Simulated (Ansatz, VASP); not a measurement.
**GaAs in two plane-wave programs**

Wanted: the spread between two codes on one cell, functional and k mesh. The cell is taken from a series of runs on this material, whose earlier steps may have relaxed, scaled, displaced or heated it; both programs get it as it stands.

Method: plane waves, with VASP 6.6.1 beside it; zone-centre phonons at PBE, in Ansatz 0.2.0.

### 1. The starting structure

The structure is cubic, space group F-43m (No. 216). Conventional cell: a = 5.746 Å, b = 5.746 Å, c = 5.746 Å, α = 90.00°, β = 90.00°, γ = 90.00°. Nearest to Ga lie 4 As at 2.49 Å. As has 4 Ga at 2.49 Å nearest. Farther neighbours are not listed.

### 2. VASP: zone-centre phonons, PBE, pair 1

Second derivatives magnify differences that forces hide, and they need a tight electronic threshold.

Lines of VASP's logs that name or quote its potential files are left out, and so is its time.

INCAR

```
SYSTEM = GaAs
PREC = Accurate
ENCUT = 500
EDIFF = 1E-08
NELM = 120
ISMEAR = 0
SIGMA = 0.02
LREAL = .FALSE.
ALGO = Normal
GGA = PE
NBANDS = 15
LORBIT = 11
LWAVE = .FALSE.
LCHARG = .FALSE.
ISIF = 2
IBRION = 8
LASPH = .TRUE.
GGA_COMPAT = .FALSE.
EFERMI = MIDGAP
KPAR = 2
```

POSCAR

```
GaAs
1.0
    0.0000000000      2.8729472222      2.8729472222
    2.8729472222      0.0000000000      2.8729472222
    2.8729472222      2.8729472222      0.0000000000
Ga As
1 1
Direct
    0.0000000000      0.0000000000      0.0000000000
    0.7500000000      0.7500000000      0.7500000000
```

KPOINTS

```
Automatic mesh
0
Gamma
12 12 12
0 0 0
```

The projector-augmented-wave data sets are Ga_d and As (PBE family, release 64).

Run with:

```sh
> mpirun -np 2 vasp_std
```

Numbers of over 12 decimals in the logs are rounded to 6 here.

The log of the run:

```text
[banner, memory and clock lines left out]
running    2 mpi-ranks, on    1 nodes
 distrk:  each k-point on    1 cores,    2 groups
 distr:  one band on    1 cores,    1 groups

 POSCAR found type information on POSCAR GaAs
 POSCAR found :  2 types and       2 ions
 LDA part: xc-table for (Slater+PW92), standard interpolation
 POSCAR, INCAR and KPOINTS ok, starting setup
 FFT: planning ... GRIDC
 FFT: planning ... GRID_SOFT
 FFT: planning ... GRID
 WAVECAR not read
 entering main loop
       N       E                     dE             d eps       ncg     rms          rms(c)
DAV:   1     0.793928937700E+02    0.79393E+02   -0.88301E+03  2208   0.156E+03
DAV:   2    -0.234013909923E+01   -0.81733E+02   -0.78465E+02  2433   0.302E+02
DAV:   3    -0.833139914557E+01   -0.59913E+01   -0.59712E+01  2671   0.668E+01
DAV:   4    -0.842440614582E+01   -0.93007E-01   -0.92992E-01  2595   0.928E+00
DAV:   5    -0.842577717187E+01   -0.13710E-02   -0.13710E-02  2792   0.990E-01    0.276E+00
DAV:   6    -0.829157161212E+01    0.13421E+00   -0.22304E-01  3344   0.800E+00    0.165E+00
DAV:   7    -0.827478184828E+01    0.16790E-01   -0.59065E-02  2708   0.176E+00    0.555E-01
DAV:   8    -0.827565944462E+01   -0.87760E-03   -0.97193E-03  2678   0.117E+00    0.934E-02
DAV:   9    -0.827606229376E+01   -0.40285E-03   -0.95906E-04  2524   0.395E-01    0.534E-02
DAV:  10    -0.827612654767E+01   -0.64254E-04   -0.68297E-05  2888   0.795E-02    0.289E-02
DAV:  11    -0.827618023842E+01   -0.53691E-04   -0.78963E-05  2419   0.665E-02    0.374E-03
DAV:  12    -0.827618062570E+01   -0.38728E-06   -0.12287E-06  2748   0.148E-02    0.152E-03
DAV:  13    -0.827618103792E+01   -0.41221E-06   -0.52090E-07  2552   0.528E-03    0.594E-04
DAV:  14    -0.827618103446E+01    0.34570E-08   -0.92155E-09  2208   0.108E-03
   1 F= -.82761810E+01 E0= -.82761810E+01  d E =-.219113E-11
 Linear response reoptimize wavefunctions to high precision
DAV:   1    -0.827618106500E+01   -0.30541E-07   -0.36435E-09  2503   0.520E-04
DAV:   2    -0.827618106503E+01   -0.26375E-10   -0.86081E-11  1829   0.713E-05
 Linear response DOF=           2
 Linear response progress:
  Degree of freedom:   1/  2
       N       E                     dE             d eps       ncg     rms          rms(c)
RMM:   1    -0.164401991119E+00   -0.16440E+00    0.69895E-02 10639   0.794E+00
RMM:   2    -0.163260062133E+00    0.11419E-02   -0.24972E-02 16007   0.133E+00    0.413E-02
RMM:   3    -0.163446431260E+00   -0.18637E-03   -0.34409E-03 16772   0.399E-01    0.263E-02
RMM:   4    -0.163256914590E+00    0.18952E-03   -0.15486E-03 17757   0.177E-01    0.887E-03
RMM:   5    -0.163249243425E+00    0.76712E-05   -0.89449E-05 17589   0.453E-02    0.390E-03
RMM:   6    -0.163257893619E+00   -0.86502E-05   -0.25744E-05 16883   0.179E-02    0.543E-04
RMM:   7    -0.163256561345E+00    0.13323E-05   -0.12573E-05 17425   0.751E-03    0.310E-04
RMM:   8    -0.163259804802E+00   -0.32435E-05   -0.77240E-06 16763   0.325E-03    0.705E-05
RMM:   9    -0.163259893243E+00   -0.88441E-07   -0.35458E-06 17369   0.142E-03    0.322E-05
RMM:  10    -0.163260052220E+00   -0.15898E-06   -0.21175E-06 17407   0.667E-04    0.179E-05
RMM:  11    -0.163260170628E+00   -0.11841E-06   -0.97697E-07 16449   0.314E-04    0.614E-06
RMM:  12    -0.163260077857E+00    0.92772E-07   -0.77167E-07 17251   0.149E-04    0.400E-06
RMM:  13    -0.163260105703E+00   -0.27846E-07   -0.24713E-07 17299   0.741E-05    0.785E-07
RMM:  14    -0.163260087539E+00    0.18164E-07   -0.20110E-07 17042   0.371E-05    0.133E-06
RMM:  15    -0.163260096389E+00   -0.88503E-08   -0.59995E-08 16686   0.198E-05    0.128E-07
 first order change of Fermi-energy   0.73461E-01
 force on displaced ion       1 direction 1 :  -8.445   0.000   0.000
 Linear response progress:
  Degree of freedom:   2/  2
       N       E                     dE             d eps       ncg     rms          rms(c)
RMM:   1    -0.442703969554E-01   -0.44270E-01    0.63715E-02 18418   0.143E+00
RMM:   2    -0.435276834775E-01    0.74271E-03   -0.37669E-03 14985   0.358E-01    0.781E-02
RMM:   3    -0.435352722336E-01   -0.75888E-05   -0.31346E-04 16908   0.114E-01    0.445E-02
RMM:   4    -0.437850641841E-01   -0.24979E-03   -0.75356E-05 16911   0.525E-02    0.428E-03
RMM:   5    -0.437947364812E-01   -0.96723E-05   -0.78292E-06 17231   0.145E-02    0.228E-03
RMM:   6    -0.437829647307E-01    0.11772E-04   -0.45305E-07 16344   0.528E-03    0.493E-04
RMM:   7    -0.437822186970E-01    0.74603E-06   -0.82083E-09 17153   0.189E-03    0.158E-04
RMM:   8    -0.437820078466E-01    0.21085E-06   -0.32161E-08 16617   0.781E-04    0.471E-05
RMM:   9    -0.437819441284E-01    0.63718E-07   -0.26404E-08 16868   0.296E-04    0.772E-06
RMM:  10    -0.437818692571E-01    0.74871E-07    0.67295E-10 16948   0.104E-04    0.410E-06
RMM:  11    -0.437818741531E-01   -0.48960E-08    0.15163E-09 16667   0.424E-05    0.139E-06
 first order change of Fermi-energy  -0.73298E-01
 force on displaced ion       2 direction 1 :  -8.484   0.000   0.000
 Linear response finished
```

From OUTCAR (step 2):

```text
ion  position               nearest neighbor table
   1  0.000  0.000  0.000-   2 2.49   2 2.49   2 2.49   2 2.49
   2  0.750  0.750  0.750-   1 2.49   1 2.49   1 2.49   1 2.49

  LATTYP: Found a face centered cubic cell.
 ALAT       =     5.7458944444

 Subroutine GETGRP returns: Found 24 space group operations
 (whereof 24 operations were pure point group operations)

The static configuration has the point symmetry T_d .

 Found     72 irreducible k-points:

   k-points           NKPTS =     72   k-points in BZ     NKDIM =     72   number of bands    NBANDS=     15

   dimension x,y,z NGX =    30 NGY =   30 NGZ =   30
   dimension x,y,z NGXF=    60 NGYF=   60 NGZF=   60

   ENCUT  =  500.0 eV  36.75 Ry    6.06 a.u.   7.41  7.41  7.41*2*pi/ulx,y,z

   NELECT =      18.0000    total number of electrons

 k-points in reciprocal lattice and weights: Automatic mesh
   0.00000000  0.00000000  0.00000000       0.001
   0.08333333  0.00000000  0.00000000       0.005
   0.16666667  0.00000000  0.00000000       0.005
   0.25000000  0.00000000  0.00000000       0.005
   0.33333333  0.00000000  0.00000000       0.005
   0.41666667  0.00000000  0.00000000       0.005
   0.50000000  0.00000000  0.00000000       0.002
   0.08333333  0.08333333  0.00000000       0.003
   0.16666667  0.08333333  0.00000000       0.014
[...]
-0.33333333  0.50000000  0.16666667       0.007
  -0.25000000  0.50000000  0.25000000       0.003

 average (electrostatic) potential at core
       1 -66.7754       2 -50.7360

  Total        0.0442970      0.0442970      0.0442970      0.0000000      0.0000000     -0.0000000
  in kB        1.4964839      1.4964839      1.4964839      0.0000000      0.0000000     -0.0000000
  external PRESSURE =       1.4964839 kB  Pullay stress =       0.0000000 kB

  energy-cutoff  :      500.00
  volume of cell :       47.43
      direct lattice vectors                 reciprocal lattice vectors
     0.000000000  2.872947222  2.872947222    -0.174037308  0.174037308  0.174037308
     2.872947222  0.000000000  2.872947222     0.174037308 -0.174037308  0.174037308
     2.872947222  2.872947222  0.000000000     0.174037308  0.174037308 -0.174037308

 POSITION                                       TOTAL-FORCE (eV/Angst)
 -----------------------------------------------------------------------------------
      0.00000      0.00000      0.00000         0.000000      0.000000      0.000000
      4.30942      4.30942      4.30942        -0.000000     -0.000000     -0.000000
 -----------------------------------------------------------------------------------
    total drift:                               -0.000000     -0.000000     -0.000000

 Eigenvectors and eigenvalues of the dynamical matrix
 ----------------------------------------------------

   1 f  =    7.568131 THz    47.551966 2PiTHz  252.445660 cm-1    31.299259 meV
             X         Y         Z           dx          dy          dz
      0.000000  0.000000  0.000000     0.000000    0.000000    0.718908
      4.309421  4.309421  4.309421     0.000000    0.000000   -0.695105

   2 f  =    7.568131 THz    47.551966 2PiTHz  252.445660 cm-1    31.299259 meV
             X         Y         Z           dx          dy          dz
      0.000000  0.000000  0.000000     0.000000    0.718908    0.000000
      4.309421  4.309421  4.309421    -0.000000   -0.695105   -0.000000

   3 f  =    7.568131 THz    47.551966 2PiTHz  252.445660 cm-1    31.299259 meV
             X         Y         Z           dx          dy          dz
      0.000000  0.000000  0.000000    -0.718908    0.000000    0.000000
      4.309421  4.309421  4.309421     0.695105   -0.000000    0.000000

   4 f/i=    0.008652 THz     0.054363 2PiTHz    0.288604 cm-1     0.035782 meV
             X         Y         Z           dx          dy          dz
      0.000000  0.000000  0.000000    -0.153993   -0.628033   -0.255013
      4.309421  4.309421  4.309421    -0.159266   -0.649539   -0.263746

   5 f/i=    0.008652 THz     0.054363 2PiTHz    0.288604 cm-1     0.035782 meV
             X         Y         Z           dx          dy          dz
      0.000000  0.000000  0.000000    -0.564474   -0.025963    0.404804
      4.309421  4.309421  4.309421    -0.583804   -0.026852    0.418666

   6 f/i=    0.008652 THz     0.054363 2PiTHz    0.288604 cm-1     0.035782 meV
             X         Y         Z           dx          dy          dz
      0.000000  0.000000  0.000000     0.375269   -0.296768    0.504255
      4.309421  4.309421  4.309421     0.388120   -0.306931    0.521523

 ELASTIC MODULI CONTR FROM IONIC RELAXATION (kBar)
 Direction    XX          YY          ZZ          XY          YZ          ZX
 --------------------------------------------------------------------------------
 XX          -0.0000      0.0000     -0.0000      0.0000      0.0000     -0.0000
 YY           0.0000     -0.0000      0.0000     -0.0000     -0.0000      0.0000
 ZZ          -0.0000     -0.0000     -0.0000      0.0000      0.0000      0.0000
 XY           0.0000      0.0000      0.0000   -140.6185     -0.0000     -0.0000
 YZ           0.0000     -0.0000      0.0000     -0.0000   -140.6185      0.0000
 ZX          -0.0000      0.0000     -0.0000      0.0000      0.0000   -140.6185
 --------------------------------------------------------------------------------
```

### 3. Ansatz: zone-centre phonons, PBE, pair 1

Ansatz runs on its PAW soft_1 files.

The same cell, functional, mesh and smearing now go to Ansatz, which takes its cutoff from its data sets.

input.yaml

```yaml
crystal:
  lattice:
    - [0.0, 2.8729472222, 2.8729472222]
    - [2.8729472222, 0.0, 2.8729472222]
    - [2.8729472222, 2.8729472222, 0.0]
  atoms:
    - { symbol: Ga, position: [0.0, 0.0, 0.0] }
    - { symbol: As, position: [0.75, 0.75, 0.75] }
kpoints:
  mp_grid: { grid: [12, 12, 12] }
hamiltonian:
  xc: pbe
  pseudopotentials: { kind: paw, azcp: { folder: soft_1 } }
scf:
  occupations: { method: gaussian, width: 0.02 }
output:
  eigenvalues: true
phonons:
  method: dfpt
```

Run with:

```sh
> ansatz run input.yaml --threads 4 --pin off --max-ram 10240MiB --backend cpu --events-out ev --progress --plain --runs-dir out
```

The log of the run:

```text
zone centre: on kpoints.mp_grid the ground state, and the responses unless they are solved on pairs of k-points, stand on 163 of the mesh's 1728 k-points, reduced under 8 symmetry operations, with k and −k counted as one. Each operation leaves every solved displacement unchanged or reverses it
Engine: ansatz 0.2.0, aarch64-unknown-linux-gnu
Pseudopotentials: kind: paw
Pseudopotential: Ga, paw, valence charge 13, recommended cutoff 420 eV (normal), soft_1/Ga.paw.azcp
Pseudopotential: As, paw, valence charge 15, recommended cutoff 420 eV (normal), soft_1/As.paw.azcp
Functional definition: PBE
  parameter kappa = 0.804
  parameter beta = 0.066725
  exchange = pbe_x(kappa = kappa, mu = beta*pi^2/3)
  correlation = pbe_c(beta = beta)
Crystal: 2 atoms, lattice volume = 47.426 Å³
Basis set: ecut = 420 eV, 941 PW (Γ), exchange–correlation on 60×60×60 points (8 copies of the dense FFT grid, shifted against one another)
Bands: 18, of which v1, the nominal top of the filled ones, is band 14 counted from 1 (13 counted from 0)
Symmetry: 24 space group operations
k-points: 163 of 1728 (irreducible under 8 space group operations, time reversal used)
Non-local potential: Ga, projectors of the file, l = 0: 2, l = 1: 2, l = 2: 3, l = 3: 1
Non-local potential: As, projectors of the file, l = 0: 2, l = 1: 2, l = 2: 3, l = 3: 1
PAW form: soft (Blöchl's): semilocal exchange-correlation on the pseudo side does not see the compensation charge
PAW one-centre angular grid: Ga, 590 points (default); XC on 64 Gauss nodes
PAW one-centre angular grid: As, 590 points (default); XC on 64 Gauss nodes
Initial density: superposition of atomic densities (chi_scale 0.1, normalization cell, long waves kept (reshape's long-wave potential 0.00 eV rms))
Initial wavefunctions: pseudopotential atomic-orbital guess
Functional: x = pbe(κ = 0.804, μ = 0.219515), c = pbe(β = 0.066725)
SCF iter   1: F=—  HF=-8639.954971 eV  |F-HF|=—  |Δ(HF+E_count)|=         —  Δρ=4.21e-2  dr2=4.61e-1  ethr=3.10e-3  ⟨swp⟩=6.0  Hψ=13924  notcnv=0
preconditioner: auto → none  [insulator: Δε(μ)=0.161 eV  Ē_g=15.507 eV  σ=0.020 eV  W_gap=1.00  n_scr=14 (ndim 8)  ℏωp=22.9 eV  f_vac=0.005  D(μ)=0.00/eV (n_scr^D=0)  ε∞_Penn≈3.2]
SCF iter   2: F=—  HF=-8639.886780 eV  |F-HF|=—  |Δ(HF+E_count)|=   6.82e-2  Δρ=1.79e-2  dr2=8.56e-2  ethr=1.65e-3  ⟨swp⟩=2.0  Hψ=4890  notcnv=0
SCF iter   3: F=—  HF=-8639.881973 eV  |F-HF|=—  |Δ(HF+E_count)|=   4.81e-3  Δρ=6.08e-3  dr2=1.12e-2  ethr=3.06e-4  ⟨swp⟩=2.0  Hψ=5057  notcnv=0
SCF iter   4: F=—  HF=-8639.873041 eV  |F-HF|=—  |Δ(HF+E_count)|=   8.93e-3  Δρ=8.65e-4  dr2=1.20e-4  ethr=3.98e-5  ⟨swp⟩=3.0  Hψ=5426  notcnv=0
SCF iter   5: F=—  HF=-8639.873128 eV  |F-HF|=—  |Δ(HF+E_count)|=   8.68e-5  Δρ=2.37e-4  dr2=2.02e-5  ethr=4.29e-7  ⟨swp⟩=2.0  Hψ=5216  notcnv=0
SCF iter   6: F=—  HF=-8639.873128 eV  |F-HF|=—  |Δ(HF+E_count)|=   9.85e-8  Δρ=6.80e-5  dr2=1.27e-6  ethr=7.23e-8  ⟨swp⟩=2.0  Hψ=5216  notcnv=0
SCF iter   7: F=—  HF=-8639.873129 eV  |F-HF|=—  |Δ(HF+E_count)|=   4.90e-7  Δρ=1.00e-5  dr2=3.58e-8  ethr=4.53e-9  ⟨swp⟩=2.0  Hψ=5216  notcnv=0
SCF iter   8: F=—  HF=-8639.873129 eV  |F-HF|=—  |Δ(HF+E_count)|=   6.01e-8  Δρ=2.47e-6  dr2=1.99e-9  ethr=1.28e-10  ⟨swp⟩=2.0  Hψ=5216  notcnv=0
SCF iter   9: F=—  HF=-8639.873129 eV  |F-HF|=—  |Δ(HF+E_count)|=   1.20e-9  Δρ=5.28e-7  dr2=1.11e-10  ethr=7.10e-12  ⟨swp⟩=2.0  Hψ=5216  notcnv=0
SCF iter  10: F=-8639.873129 eV  HF=-8639.873129 eV  |F-HF|=0.00e0  |Δ(HF+E_count)|=  4.09e-10  Δρ=1.29e-8  dr2=5.33e-14  ethr=1.00e-12  ⟨swp⟩=6.0  Hψ=13200  notcnv=0
SCF 1 converged in 10 iterations: F = -8639.873129 eV  dr2 = 5.33e-14
  greatest PAW one-centre occupation: 0.999 electrons in one spin orbital (limit 2), on the As atom at site 1 (counted from 0), in its partial waves of l = 2
DFPT response loops at Γ: preconditioner auto → none (the input reference at scf.mixing.eps_inf says where Resta's filter doesn't serve); β = 0.50; Broyden in place of MSR1
SCF converged after 10 iterations
Free energy (F): -8639.873129 eV
Harris-Foulkes:  -8639.873129 eV  (|F-HF|=0.00e0)
Internal energy: -8639.873129 eV  (E = F + TS)
E sigma→0 (E₀):  -8639.873129 eV
Fermi energy:    7.374945 eV
--- Per-component energies (eV) ---
  E_band       = -334.453546
  E_kinetic    = 208.616797
  E_local      = -3728.551961  (includes V_loc(G=0)·N_el)
  E_nonlocal   = -486.473298
  E_hartree    = 2159.992128
  E_xc         = -133.350006
  E_vxc        = -129.210229  (∫ρ·V_xc dr)
  E_paw        = -4004.680592  (= ΣΔE_a)
  E_vpaw       = -518.818873  (= ΣTr[D̂ρ^β])
  E_aug_tail   = -0.000233  (compensation charges beyond the density's cutoff)
  E_ewald      = -2655.425963
  E_smearing   = -0.000000  (= −TS)
  E_closure    = -0.000000  (closes the sum)
  Σ components = -8639.873129   (vs F -8639.873129, Δ=0.00e0)
--- Band table (eV; the first three rows and the last of 163) ---
  k-point 0: bands = [... 10 lower, -5.0960, 7.2929, 7.2929, 7.2929, 7.4543, 11.0194, 11.0194, 11.0194]
  k-point 1: bands = [... 10 lower, -5.0199, 6.0126, 7.1884, 7.1884, 8.4032, 11.1447, 11.1773, 11.1773]
  k-point 2: bands = [... 10 lower, -4.7982, 4.5938, 6.9405, 6.9405, 8.7317, 11.5350, 11.5350, 11.8328]
  k-point 162: bands = [... 10 lower, -2.7578, 0.8730, 3.9856, 4.1772, 11.6894, 11.9908, 12.5541, 13.3222]
--- Phonons (Γ-DFPT): 2 representative perturbations + reference, on 163 of 1728 k-points (Σ response iterations 6) ---
  k mesh reduced under 8 symmetry operations, with k and −k counted as one. Each operation leaves every solved displacement unchanged or reverses it
  ASR residual: 1.260e-5 → 0.000e0 eV/Å²; symmetrization residual: 1.358e-6 eV/Å²
  ASR residual per site (eV/Å²): 4.40e-6 1.26e-5
  Γ frequencies (cm⁻¹): 0.00 0.00 0.00 251.90 251.90 251.90
  non-analytic LO–TO correction: not included (Born effective charges unavailable; polar crystals: no LO–TO splitting at Γ)
```

Reading the cycles: dr2 is the Hartree energy of the density residual (eV), the measure of convergence; HF is the Harris–Foulkes estimate of the energy, which meets the free energy F at convergence.

### 4. Comparison

Known differences besides the potentials themselves: the data sets hold 28 valence electrons in Ansatz (on its PAW soft_1 files) and 18 in VASP; the cutoff is 420 eV in Ansatz and 500 eV in VASP. Total energies have different zeros and are not compared.

Compared:

```csv
quantity,Ansatz,VASP,difference
optical mode 1 to 3 (cm⁻¹),251.9,252.4,-0.22 %
```

Modes are paired by rising frequency, not by their patterns, so a pair may set unlike modes beside each other; they are those without the splitting of longitudinal modes.

(Continued in part 2 of 2.)

[Lines on the potential files, build, host, timing and source positions are cut from VASP's logs without a mark.]

[Logs are printed without paths, hosts, clocks, repeated set-up lines and the standing remarks that a program may print on its own settings, such as how far it seeks lower states.]

[Hosts, paths, dates, database ids (printed as entryN), source tags and the programs' standing remarks are cut or masked in the printed files.]
